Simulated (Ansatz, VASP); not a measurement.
## Cross-check of Be48H95 (V_H1) between VASP and Ansatz

Aim: how closely do two programs agree when they are given the same cell, functional and k mesh? The cell is taken from a series of runs on this material, whose earlier steps may have relaxed, scaled, displaced or heated it; both programs get it as it stands.

Calculated with Ansatz 0.2.0; plane waves, with VASP 6.6.1 beside it; single point at PBEsol.

**1. Set-up**

The cell holds 143 atoms: 48 Be and 95 H. Its edges and angles: a = 12.225 Å, b = 12.225 Å, c = 12.225 Å, α = 141.9°, β = 88.5°, γ = 103.9°. It derives from BeH2 (BeH2 (Ibam)). Nearest the centre at fractional (0.622, 0.447, 0.415): Be27 at 1.87 Å, Be25 at 1.89 Å, H121 at 2.15 Å, H114 at 2.26 Å, H102 at 2.28 Å, H107 at 2.38 Å, H52 at 2.40 Å, H137 at 2.47 Å. The cell carries charge +1.

**2. VASP: single point, PBEsol**

A single point gives forces, pressure and levels at one fixed geometry, so differences don't come from the geometry; what else differs is listed under the comparison.

Lines of VASP's logs that name or quote its potential files are left out, and so is its time.

File INCAR:

```
SYSTEM = Be48H95
PREC = Accurate
ENCUT = 520
EDIFF = 1E-06
NELM = 120
ISMEAR = -1
SIGMA = 0.01
LREAL = Auto
ALGO = Normal
GGA = PS
NELECT = 190
NBANDS = 195
LORBIT = 11
LWAVE = .FALSE.
LCHARG = .FALSE.
ISIF = 2
LASPH = .TRUE.
GGA_COMPAT = .FALSE.
EFERMI = MIDGAP
```

File POSCAR:

```
Be48H95
1.0
   -3.9933261508      8.7573595481      7.5377721599
    3.9933261508     -8.7573595481      7.5377721599
    3.9933261508      8.7573595481     -7.5377721599
Be H
48 95
Direct
    0.1258352476      0.3758030158      0.2500802193
    0.3771652946      0.1212616794      0.2494425746
[... 1 atom line left out ...]
    0.3349845062      0.4418852682      0.2756005299
[... 1 atom line left out ...]
    0.4164333909      0.1921608294      0.1072620147
[... 17 atom lines left out ...]
    0.4153710873      0.6899949495      0.6067268323
    0.6237840798      0.3610150517      0.2021696500
[... 1 atom line left out ...]
    0.5811224376      0.2683016785      0.3881048851
    0.8334365934      0.4425807574      0.2768811903
    0.6695952044      0.0563180234      0.2150385802
[... 11 atom lines left out ...]
    0.6680951519      0.5741891166      0.2354467552
[... 1 atom line left out ...]
    0.6255247499      0.8707269088      0.7468750214
    0.8763284862      0.6271440319      0.7532176618
    0.5837169733      0.8042884706      0.8872320391
    0.8343773817      0.9408573904      0.7755407364
    0.6676699427      0.5589007495      0.7237576082
    0.9155840548      0.6914799369      0.6081824004
    0.2857890644      0.1963067235      0.3241699824
[... 1 atom line left out ...]
    0.3906074386      0.0597627115      0.0923477835
    0.4720724075      0.2809415973      0.4160910612
[... 3 atom lines left out ...]
    0.4122391852      0.3709831889      0.2784801436
[... 8 atom lines left out ...]
    0.3334306616      0.1112880066      0.9599413446
[... 11 atom lines left out ...]
    0.3422177660      0.6193671543      0.4594238798
[... 5 atom lines left out ...]
    0.3691640405      0.9504109466      0.1712139765
[... 3 atom lines left out ...]
    0.3778465434      0.5504535565      0.5828459517
[... 9 atom lines left out ...]
    0.7847895101      0.1912202933      0.3249082561
    0.6190497161      0.0505455182      0.3216147280
[... 3 atom lines left out ...]
    0.6028121965      0.1457932951      0.2265777486
    0.6546291024      0.3831959227      0.0492827741
    0.9056185753      0.3657716200      0.2765443308
    0.5276488351      0.2004901161      0.0668507666
    0.8711184269      0.4588939237      0.1771907884
    0.7167142518      0.3038617402      0.1772403326
[... 6 atom lines left out ...]
    0.6726399034      0.3929943183      0.5421567884
[... 5 atom lines left out ...]
    0.7850777006      0.7025570349      0.3296100255
    0.6292787727      0.5445900515      0.3254306339
[... 2 atom lines left out ...]
    0.8386825125      0.6173683606      0.4607635098
[... 7 atom lines left out ...]
    0.7831592884      0.6984401439      0.8290799979
    0.6264781638      0.5396634790      0.8205825189
    0.8792353244      0.5553801137      0.5886918358
[... 2 atom lines left out ...]
    0.5928138754      0.6287914390      0.7166160174
    0.6618393567      0.8837876018      0.5376854905
    0.9103578858      0.8700020256      0.7787690327
    0.5316856480      0.7038498058      0.5842893632
    0.6223831822      0.9450490979      0.9129829864
    0.8703987571      0.9570868226      0.6751617119
    0.7187134747      0.8002195475      0.6729676880
```

File KPOINTS:

```
Automatic mesh
0
Gamma
1 1 1
0 0 0
```

The projector-augmented-wave data sets are Be and H (PBE family, release 64).

Command:

```
> export OMP_NUM_THREADS=3
> mpirun -np 1 vasp_gam
```

Numbers of over 12 decimals in the logs are rounded to 6 here.

The log of the run:

```text
[banner, memory and clock lines left out]
running    1 mpi-ranks, on    1 nodes
[...]
Offloading initialized ...    1 GPUs detected
[...]
|                                                                             |
|               ----> ADVICE to this user running VASP <----                  |
|                                                                             |
|     You enforced a specific xc type in the INCAR file but a different       |
|     [... a line on the potential file left out ...]
|     I HOPE YOU KNOW WHAT YOU ARE DOING!                                     |
|                                                                             |

 LDA part: xc-table for (Slater+PW92), standard interpolation
 POSCAR, INCAR and KPOINTS ok, starting setup
[...]
entering main loop
       N       E                     dE             d eps       ncg     rms          rms(c)
DAV:   1     0.632331715274E+03    0.63233E+03   -0.78370E+04   390   0.851E+02
DAV:   2    -0.392040262407E+03   -0.10244E+04   -0.83220E+03   580   0.180E+02
DAV:   3    -0.530939991034E+03   -0.13890E+03   -0.13626E+03   492   0.564E+01
DAV:   4    -0.533741186198E+03   -0.28012E+01   -0.27952E+01   508   0.862E+00
DAV:   5    -0.533755114167E+03   -0.13928E-01   -0.13924E-01   484   0.701E-01BRMIX: very serious problems
 the old and the new charge density differ
 old charge density:   191.00000 new  190.00000
    0.302E+01
DAV:   6    -0.515399280172E+03    0.18356E+02   -0.62679E+00   444   0.381E+00    0.170E+01
DAV:   7    -0.506900088303E+03    0.84992E+01   -0.12883E+01   460   0.584E+00    0.183E+00
DAV:   8    -0.507081713604E+03   -0.18163E+00   -0.94287E-01   468   0.162E+00    0.735E-01
DAV:   9    -0.507076143780E+03    0.55698E-02   -0.75904E-02   492   0.456E-01    0.333E-01
[...]
DAV:  13    -0.507077538970E+03   -0.90765E-06   -0.62065E-05   492   0.261E-02    0.626E-03
DAV:  14    -0.507077546922E+03   -0.79517E-05   -0.79117E-05   508   0.148E-02    0.608E-03
DAV:  15    -0.507077547303E+03   -0.38143E-06   -0.40924E-06   484   0.441E-03
   1 F= -.50707755E+03 E0= -.50707755E+03  d E =0.000000E+00
```

From OUTCAR (step 2):

```text
  FREE ENERGIE OF THE ION-ELECTRON SYSTEM (eV)
  ---------------------------------------------------
  free  energy   TOTEN  =      -507.0775473032 eV

  energy  without entropy=     -507.0775473032  energy(sigma->0) =     -507.07754730
```

The run ends at a pressure of 0.51 GPa, with forces up to 1.4 eV/Å.

[end of part 1 of 2]

[Lines on the potential files, build, host, timing and source positions are cut from VASP's logs without a mark.]

[Logs are printed without paths, hosts, clocks, repeated set-up lines and the standing remarks that a program may print on its own settings, such as how far it seeks lower states.]

[Hosts, paths, dates, database ids (printed as entryN), source tags and the programs' standing remarks are cut or masked in the printed files.]
